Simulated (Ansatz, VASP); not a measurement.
**Si2Mo: VASP beside Ansatz**

Wanted: the spread between two codes on one cell, functional and k mesh. The structure shown is the start of the Ansatz relaxation below; VASP solves that cell, so the two are compared at the walk's first step.

Program: Ansatz 0.2.0. Level of theory: plane waves, with VASP 6.6.1 beside it; single point at PBEsol. Results are calculated unless marked as measured.

### 1. The starting structure

The structure is tetragonal, space group I4/mmm (No. 139). The conventional cell has a = 3.256 Å, b = 3.256 Å, c = 7.960 Å, α = 90.00°, β = 90.00°, γ = 90.00°. Nearest to Si lie 5 Si at 2.62 to 2.68 Å and 5 Mo at 2.65 to 2.67 Å. Mo has 10 Si at 2.65 to 2.67 Å nearest. Farther neighbours are not listed.

### 2. Ansatz: relaxation, PBEsol

Ansatz runs on its PAW soft_1 files.

The two programs are compared at the cell with which this relaxation starts, whose forces are those of its first step.

Input file input.yaml:

```yaml
crystal:
  lattice:
    - [-1.627909078, 1.627909078, 3.9802477274]
    - [1.627909078, -1.627909078, 3.9802477274]
    - [1.627909078, 1.627909078, -3.9802477274]
  atoms:
    - { symbol: Si, position: [0.335717369, 0.335717369, 0.0] }
    - { symbol: Si, position: [0.664282631, 0.664282631, 0.0] }
    - { symbol: Mo, position: [0.0, 0.0, 0.0] }
kpoints:
  mp_grid: { grid: [20, 20, 20] }
hamiltonian:
  xc: pbesol
  pseudopotentials: { kind: paw, azcp: { folder: soft_1 }, xc_functional: pbe }
scf:
  occupations: { method: methfessel_paxton, width: 0.2 }
output:
  forces: true
  stress: true
  eigenvalues: true
relax:
  adjacent_minimum: "off"
  f_tol: 0.001
  max_steps: 60
  cell: { stress_tol: 0.01, fix: [volume] }
```

Started as:

```bash
$ ansatz run input.yaml --threads 4 --pin off --max-ram 10240MiB --backend cpu --events-out ev --progress --plain --runs-dir out
```

Numbers of over 12 decimals in the logs are rounded to 6 here.

The program printed:

```text
Engine: ansatz 0.2.0, x86_64-unknown-linux-gnu
Pseudopotentials: kind: paw
Pseudopotential: Si, paw, valence charge 4, recommended cutoff 420 eV (normal), soft_1/Si.paw.azcp
Pseudopotential: Mo, paw, valence charge 14, recommended cutoff 420 eV (normal), soft_1/Mo.paw.azcp
Functional definition: PBEsol
  exchange = pbesol_x
  correlation = pbesol_c
Crystal: 3 atoms, lattice volume = 42.192 Å³
Basis set: ecut = 420 eV, 849 PW (Γ), exchange–correlation on 64×64×64 points (8 copies of the dense FFT grid, shifted against one another)
Bands: 15, of which v1, the nominal top of the filled ones, is band 11 counted from 1 (10 counted from 0)
Symmetry: 16 space group operations
Space group: I4/mmm (ITA 139), of the structure as read, at distance tolerance 3.5e-5 Å
k-points: 641 of 8000
Non-local potential: Si, projectors of the file, l = 0: 2, l = 1: 2, l = 2: 1
Non-local potential: Mo, projectors of the file, l = 0: 3, l = 1: 2, l = 2: 2, l = 3: 1
PAW form: soft (Blöchl's): semilocal exchange-correlation on the pseudo side does not see the compensation charge
PAW frozen core: Si, regenerated for the run's functional, and the local potential with it (the file was generated under x = pbe(κ = 0.804, μ = 0.219515), c = pbe(β = 0.066725))
PAW frozen core: Mo, regenerated for the run's functional, and the local potential with it (the file was generated under x = pbe(κ = 0.804, μ = 0.219515), c = pbe(β = 0.066725))
PAW one-centre angular grid: Si, 110 points (default); XC on 64 Gauss nodes
PAW one-centre angular grid: Mo, 590 points (default); XC on 64 Gauss nodes
Initial density: superposition of atomic densities (chi_scale 0.1, normalization cell, long waves kept (reshape's long-wave potential 0.00 eV rms))
Initial wavefunctions: pseudopotential atomic-orbital guess
Functional: x = pbesol(κ = 0.804, μ = 0.123457), c = pbesol(β = 0.046)
SCF iter   1: F=—  HF=-6143.572431 eV  |F-HF|=—  |Δ(HF+E_count)|=         —  Δρ=9.40e-2  dr2=5.84e0  ethr=3.10e-3  ⟨swp⟩=5.2  Hψ=54371  notcnv=0
preconditioner: auto → Kerker (q_TF=auto, 2.448 Å⁻¹)  [metal: Δε(μ)=0.015 eV  Ē_g=7.838 eV  σ=0.200 eV  W_gap=0.06  n_scr=10 (ndim 8)  ℏωp=21.4 eV  f_vac=0.000  D(μ)=0.75/eV (n_scr^D=2)]
SCF iter   2: F=—  HF=-6142.282777 eV  |F-HF|=—  |Δ(HF+E_count)|=    1.29e0  S|Δr|=    0.00e0  Δρ=3.00e-2  dr2=2.76e-1  ethr=3.10e-3  ⟨swp⟩=2.3  Hψ=24021  notcnv=0
SCF iter   3: F=—  HF=-6142.230555 eV  |F-HF|=—  |Δ(HF+E_count)|=   5.22e-2  S|Δr|=    0.00e0  Δρ=1.51e-2  dr2=7.43e-2  ethr=1.26e-3  ⟨swp⟩=2.4  Hψ=12554  notcnv=0
SCF iter   4: F=—  HF=-6142.212737 eV  |F-HF|=—  |Δ(HF+E_count)|=   1.78e-2  S|Δr|=    0.00e0  Δρ=2.68e-3  dr2=3.23e-3  ethr=3.38e-4  ⟨swp⟩=2.4  Hψ=14125  notcnv=0
SCF iter   5: F=—  HF=-6142.211809 eV  |F-HF|=—  |Δ(HF+E_count)|=   9.27e-4  S|Δr|=    0.00e0  Δρ=2.98e-4  dr2=6.41e-5  ethr=1.47e-5  ⟨swp⟩=2.7  Hψ=15477  notcnv=0
SCF iter   6: F=—  HF=-6142.211801 eV  |F-HF|=—  |Δ(HF+E_count)|=   8.68e-6  S|Δr|=    0.00e0  Δρ=2.88e-5  dr2=3.37e-7  ethr=2.91e-7  ⟨swp⟩=2.4  Hψ=13062  notcnv=0
SCF iter   7: F=-6142.211801 eV  HF=-6142.211801 eV  |F-HF|=4.65e-9  |Δ(HF+E_count)|=   8.49e-8  S|Δr|=    0.00e0  Δρ=4.98e-6  dr2=1.05e-8  ethr=4.55e-10  ⟨swp⟩=5.8  Hψ=46799  notcnv=0
SCF 1 converged in 7 iterations: F = -6142.211801 eV  dr2 = 1.05e-8
  greatest PAW one-centre occupation: 0.999 electrons in one spin orbital (limit 2), on the Mo atom at site 2 (counted from 0), in its partial waves of l = 0
relax step   1: F+E_penalty+E_count = -6142.21180071 eV  Δ(F+E_penalty+E_count) = +0.000e0 eV  max|allowed force component| = 4.663e-2 eV/Å  Δτ_max = 0.0000 Å  P = -11.273 GPa  Ω = 42.192 Å³  fix = [volume]  reactions: volume -11.273 GPa  (7 SCF iters, dr2 threshold 1.00e-7 eV, accepted)
[...]
relax step   2: F+E_penalty+E_count = -6142.21195350 eV  Δ(F+E_penalty+E_count) = -1.528e-4 eV  max|allowed force component| = 4.335e-3 eV/Å  Δτ_max = 0.0023 Å  P = -11.201 GPa  Ω = 42.192 Å³  fix = [volume]  reactions: volume -11.201 GPa  (3 SCF iters, dr2 threshold 2.45e-7 eV, accepted)
[...]
relax step   3: F+E_penalty+E_count = -6142.21197035 eV  Δ(F+E_penalty+E_count) = -1.685e-5 eV  max|allowed force component| = 1.640e-3 eV/Å  Δτ_max = 0.0002 Å  P = -11.206 GPa  Ω = 42.192 Å³  energy of the carried Pulay correction = +1.388e-16 eV  fix = [volume]  reactions: volume -11.206 GPa  (4 SCF iters, dr2 threshold 6.56e-8 eV, accepted)
[...]
relax step   4: F+E_penalty+E_count = -6142.21197067 eV  Δ(F+E_penalty+E_count) = -3.245e-7 eV  max|allowed force component| = 8.294e-5 eV/Å  Δτ_max = 0.0001 Å  P = -11.206 GPa  Ω = 42.192 Å³  energy of the carried Pulay correction = +1.078e-16 eV  fix = [volume]  reactions: volume -11.206 GPa  (4 SCF iters, dr2 threshold 6.05e-10 eV, accepted)
[...]
relax step   5: F+E_penalty+E_count = -6142.21197074 eV  Δ(F+E_penalty+E_count) = -7.014e-8 eV  max|allowed force component| = 8.333e-5 eV/Å  Δτ_max = 0.0000 Å  P = -11.206 GPa  Ω = 42.192 Å³  fix = [volume]  reactions: volume -11.206 GPa  stress off target by 4.57e-4 GPa on what of the cell is left free  SCF on the basis re-selected at this cell (its energy is not comparable with the rows above)  (4 SCF iters)
basis re-selected at this cell: Δ(F+E_penalty+E_count) = -7.014e-8 eV, ΔP = +0.000 GPa vs the last step (what re-selecting the basis moved, of the pressure what is left beyond the Pulay correction that the steps carried, after the strain that the cell walked since its last selection, with what the two solves' SCF thresholds leave and, on support functions, any second-order correction that the steps lacked; it is no m [...]
SCF converged after 4 iterations
Stability not checked: this state was not tested for a lower state beside it, because cold or Methfessel-Paxton smearing, or corrected tetrahedra, fill the levels in a way that the test cannot read (fill_not_monotonic; see scf.lower_state_search)
Free energy (F): -6142.211971 eV
Harris-Foulkes:  -6142.211971 eV  (|F-HF|=9.09e-13)
Internal energy: -6142.213119 eV  (E = F + TS)
E sigma→0 (E₀):  -6142.212258 eV
Entropy (-TS):   0.001148 eV (0.383 meV/atom)
Fermi energy:    14.973168 eV
--- Per-component energies (eV) ---
  E_band       = -65.785902
  E_kinetic    = 507.623984
  E_local      = -1165.505697  (includes V_loc(G=0)·N_el)
  E_nonlocal   = 194.038025
  E_hartree    = 440.166285
  E_xc         = -289.774150
  E_vxc        = -318.510769  (∫ρ·V_xc dr)
  E_paw        = -4149.543057  (= ΣΔE_a)
  E_vpaw       = -163.764095  (= ΣTr[D̂ρ^β])
  E_aug_tail   = 0.000101  (compensation charges beyond the density's cutoff)
  E_ewald      = -1679.491031
  E_core_change = 0.272421  (= ΣΔE_core)
  E_smearing   = 0.001148  (= −TS)
  E_closure    = 0.000000  (closes the sum)
  Σ components = -6142.211971   (vs F -6142.211971, Δ=0.00e0)
--- Forces (eV/Å), atoms counted from 1 ---
  atom   1  Si     0.00000000    -0.00000000     0.00008333
  atom   2  Si     0.00000000    -0.00000000    -0.00008333
  atom   3  Mo     0.00000000     0.00000000     0.00000000
  max |Σ_I F_I| component: 4.86e-17 eV/Å
--- Stress (GPa, compression-positive) ---
      -11.205408       0.000000       0.000000
        0.000000     -11.205408       0.000000
        0.000000       0.000000     -11.206093
  P = ⅓ Tr σ = -11.2056 GPa (-112.056 kbar)
--- Band table (eV; the first three rows and the last of 641) ---
  k-point 0: bands = [... 7 lower, 12.1038, 12.5114, 12.5114, 15.3074, 17.8865, 18.2960, 18.2960, 18.3624]
  k-point 1: bands = [... 7 lower, 12.1209, 12.3243, 12.8243, 15.0179, 17.6191, 18.1718, 18.3316, 18.4651]
  k-point 2: bands = [... 7 lower, 11.8515, 12.1750, 13.3320, 14.2974, 17.1793, 18.0856, 18.4192, 18.6113]
  k-point 640: bands = [... 7 lower, 12.9511, 14.4444, 14.4444, 14.5208, 14.5208, 15.4283, 19.5608, 19.5920]
--- Relaxed structure (4 steps of the walk, 4 accepted, 1 SCFs on fresh bases) ---
  F+E_penalty+E_count = -6142.21197074 eV   max|allowed force component| = 8.333e-5 eV/Å   (the final SCF, on the basis selected at the relaxed cell)
  cell:  # Å, volume = 42.1920 Å³
    - [-1.628539, 1.628539, 3.977169]
    - [1.628539, -1.628539, 3.977169]
    - [1.628539, 1.628539, -3.977169]
  atoms:
    - { symbol: Si, position: [0.336045, 0.336045, 0] }
    - { symbol: Si, position: [0.663955, 0.663955, 0] }
    - { symbol: Mo, position: [0, 0, 0] }
```

The column dr2 measures how far the density is from self-consistency, as an energy; F and HF (Harris–Foulkes) agree once it is small.

### 3. VASP: single point, PBEsol, start cell, pair 1

The same cell, functional, mesh and smearing now go to VASP, with its own data sets.

Lines of VASP's logs that name or quote its potential files are left out, and so is its time.

Input file INCAR:

```
SYSTEM = Si2Mo
PREC = Accurate
ENCUT = 400
EDIFF = 1E-06
NELM = 120
ISMEAR = 1
SIGMA = 0.2
LREAL = .FALSE.
ALGO = Normal
GGA = PS
NBANDS = 17
LASPH = .TRUE.
LORBIT = 11
LWAVE = .FALSE.
LCHARG = .FALSE.
ISIF = 2
GGA_COMPAT = .FALSE.
KPAR = 2
```

Input file POSCAR:

```
Si2Mo
1.0
   -1.6279090000      1.6279090000      3.9802480000
    1.6279090000     -1.6279090000      3.9802480000
    1.6279090000      1.6279090000     -3.9802480000
Si Mo
2 1
Direct
    0.3357173975      0.3357173975      0.0000000000
    0.6642826025      0.6642826025      0.0000000000
    0.0000000000      0.0000000000      0.0000000000
```

Input file KPOINTS:

```
Automatic mesh
0
Gamma
20 20 20
0 0 0
```

PAW data sets: Si and Mo_sv (PBE family, release 64).

Started as:

```bash
$ mpirun -np 2 vasp_std
```

The program printed:

```text
[banner, memory and clock lines left out]
running    2 mpi-ranks, on    1 nodes
 distrk:  each k-point on    1 cores,    2 groups
 distr:  one band on    1 cores,    1 groups

 POSCAR found type information on POSCAR SiMo
 POSCAR found :  2 types and       3 ions
|                                                                             |
|               ----> ADVICE to this user running VASP <----                  |
|                                                                             |
|     You enforced a specific xc type in the INCAR file but a different       |
|     [... a line on the potential file left out ...]
|     I HOPE YOU KNOW WHAT YOU ARE DOING!                                     |
|                                                                             |

 LDA part: xc-table for (Slater+PW92), standard interpolation
 POSCAR, INCAR and KPOINTS ok, starting setup
 FFT: planning ... GRIDC
 FFT: planning ... GRID_SOFT
 FFT: planning ... GRID
 WAVECAR not read
 entering main loop
       N       E                     dE             d eps       ncg     rms          rms(c)
DAV:   1     0.932008292735E+02    0.93201E+02   -0.97878E+03 22098   0.100E+03
DAV:   2    -0.238330936621E+02   -0.11703E+03   -0.11509E+03 27369   0.270E+02
DAV:   3    -0.260055731420E+02   -0.21725E+01   -0.21496E+01 27085   0.333E+01
DAV:   4    -0.260169940024E+02   -0.11421E-01   -0.11413E-01 27228   0.271E+00
DAV:   5    -0.260170700924E+02   -0.76090E-04   -0.76081E-04 27135   0.212E-01    0.202E+01
DAV:   6    -0.252035302382E+02    0.81354E+00   -0.72829E+00 23394   0.171E+01    0.420E+00
DAV:   7    -0.250402347625E+02    0.16330E+00   -0.11840E+00 22866   0.646E+00    0.411E+00
DAV:   8    -0.249964671251E+02    0.43768E-01   -0.12680E-01 23699   0.257E+00    0.445E-01
DAV:   9    -0.249952208501E+02    0.12463E-02   -0.26108E-03 28019   0.386E-01    0.254E-01
DAV:  10    -0.249951059788E+02    0.11487E-03   -0.71627E-04 24337   0.231E-01    0.611E-02
DAV:  11    -0.249950881570E+02    0.17822E-04   -0.27268E-04 23599   0.122E-01    0.481E-02
DAV:  12    -0.249950825064E+02    0.56507E-05   -0.27260E-05 23491   0.369E-02    0.117E-02
DAV:  13    -0.249950822412E+02    0.26519E-06   -0.67888E-07 12287   0.535E-03
   1 F= -.24995082E+02 E0= -.24995477E+02  d E =0.118572E-02
```

Parts of OUTCAR (step 3):

```text
ion  position               nearest neighbor table
   1  0.336  0.336  0.000-   2 2.62   3 2.65   3 2.65   3 2.65   3 2.65   3 2.67   2 2.68   2 2.68
                             2 2.68   2 2.68
   2  0.664  0.664  0.000-   1 2.62   3 2.65   3 2.65   3 2.65   3 2.65   3 2.67   1 2.68   1 2.68
                             1 2.68   1 2.68
   3  0.000  0.000  0.000-   2 2.65   2 2.65   2 2.65   1 2.65   2 2.65   1 2.65   1 2.65   1 2.65
                             1 2.67   2 2.67

  LATTYP: Found a body centered tetragonal cell.
 ALAT       =     3.2558180000
 C/A-ratio  =     2.4450064469

 Subroutine GETGRP returns: Found 16 space group operations
 (whereof 16 operations were pure point group operations)

The static configuration has the point symmetry D_4h.

 Found    641 irreducible k-points:

   k-points           NKPTS =    641   k-points in BZ     NKDIM =    641   number of bands    NBANDS=     17

   dimension x,y,z NGX =    30 NGY =   30 NGZ =   30
   dimension x,y,z NGXF=    60 NGYF=   60 NGZF=   60

   ENCUT  =  400.0 eV  29.40 Ry    5.42 a.u.   7.50  7.50  7.50*2*pi/ulx,y,z

   NELECT =      22.0000    total number of electrons

 k-points in reciprocal lattice and weights: Automatic mesh
   0.00000000  0.00000000  0.00000000       0.000
   0.05000000  0.00000000  0.00000000       0.001
   0.10000000  0.00000000  0.00000000       0.001
   0.15000000  0.00000000 -0.00000000       0.001
   0.20000000  0.00000000  0.00000000       0.001
   0.25000000  0.00000000  0.00000000       0.001
   0.30000000  0.00000000 -0.00000000       0.001
   0.35000000  0.00000000  0.00000000       0.001
   0.40000000 -0.00000000  0.00000000       0.001
[...]
-0.45000000 -0.45000000  0.45000000       0.000
   0.50000000  0.50000000  0.50000000       0.000

 average (electrostatic) potential at core
       1 -77.9651       2 -77.9651       3 -69.7542

 E-fermi :  11.4620

 k-point     1 :       0.0000    0.0000    0.0000
  band No.  band energies     occupation
    ...
      6       5.3541      2.00000
      7       8.0252      2.00000
      8       8.5920      2.00000
      9       8.9934      2.00000
     10       8.9934      2.00000
     11      11.8049     -0.03582
     12      14.3660     -0.00000
     13      14.8101     -0.00000
     14      14.8101     -0.00000
     15      14.8288     -0.00000
    ...

 k-point     2 :       0.0500    0.0000    0.0000
  band No.  band energies     occupation
    ...
      6       5.3527      2.00000
      7       7.8854      2.00000
      8       8.5956      2.00000
      9       9.0227      2.00000
     10       9.0696      2.00000
     11      11.6637     -0.05201
     12      14.1537     -0.00000
     13      14.5495     -0.00000
     14      14.9151     -0.00000
     15      14.9614     -0.00000
    ...

 k-point     3 :       0.1000    0.0000    0.0000
  band No.  band energies     occupation
    ...
      7       7.5667      2.00000
      8       8.5922      2.00000
      9       9.1090      2.00000
     10       9.2170      2.00000
     11      11.3224      1.91826
     12      13.7303     -0.00000
     13      14.0899     -0.00000
     14      15.1589     -0.00000
     15      15.2842     -0.00000
     16      15.7486      0.00000
    ...

  Total       -2.9391309     -2.9391309     -3.0639079      0.0000000      0.0000000      0.0000000
  in kB     -111.6089807   -111.6089807   -116.3471936      0.0000000      0.0000000      0.0000000
  external PRESSURE =    -113.1883850 kB  Pullay stress =       0.0000000 kB

  energy-cutoff  :      400.00
  volume of cell :       42.19
      direct lattice vectors                 reciprocal lattice vectors
    -1.627909000  1.627909000  3.980248000     0.000000000  0.307142475  0.125620313
     1.627909000 -1.627909000  3.980248000     0.307142475  0.000000000  0.125620313
     1.627909000  1.627909000 -3.980248000     0.307142475  0.307142475  0.000000000

 POSITION                                       TOTAL-FORCE (eV/Angst)
 -----------------------------------------------------------------------------------
      0.00000      0.00000      2.67248         0.000000      0.000000      0.042896
      0.00000      0.00000      5.28802         0.000000      0.000000     -0.042896
      0.00000      0.00000      0.00000        -0.000000     -0.000000     -0.000000
 -----------------------------------------------------------------------------------
    total drift:                               -0.000000     -0.000000      0.000000

  FREE ENERGIE OF THE ION-ELECTRON SYSTEM (eV)
  ---------------------------------------------------
  free  energy   TOTEN  =       -24.9950822412 eV

  energy  without entropy=      -24.9962679592  energy(sigma->0) =      -24.99547748

 total charge
# of ion       s       p       d       tot
------------------------------------------
    1        0.743   0.845   0.000   1.588
    2        0.743   0.845   0.000   1.588
    3        2.275   6.188   4.118  12.581
--------------------------------------------------
tot          3.761   7.879   4.118  15.757

[... 3 further parts left out ...]
```

The run ends at a pressure of -11.32 GPa, with forces up to 0.043 eV/Å.

### 4. Comparison

Known differences besides the potentials themselves: the cutoff is 420 eV in Ansatz and 400 eV in VASP; Ansatz makes its cores anew for this functional, VASP keeps those of its PBE data sets. Total energies have different zeros and are not compared.

Forces (eV/Å; atoms numbered as in POSCAR):

| atom | Ansatz x, y, z | VASP x, y, z |
| --- | --- | --- |
| Si1 | 0.000, 0.000, 0.047 | 0.000, 0.000, 0.043 |
| Si2 | 0.000, 0.000, -0.047 | 0.000, 0.000, -0.043 |
| Mo3 | 0.000, 0.000, 0.000 | 0.000, 0.000, 0.000 |

The forces differ by 1.8 meV/Å r.m.s., which is 8.7 % of the r.m.s. force of 0.020 eV/Å (both taken over all components).

[end of part 1 of 2]

[Lines on the potential files, build, host, timing and source positions are cut from VASP's logs without a mark.]

[Logs are printed without paths, hosts, clocks, repeated set-up lines and the standing remarks that a program may print on its own settings, such as how far it seeks lower states.]

[Hosts, paths, dates, database ids (printed as entryN), source tags and the programs' standing remarks are cut or masked in the printed files.]
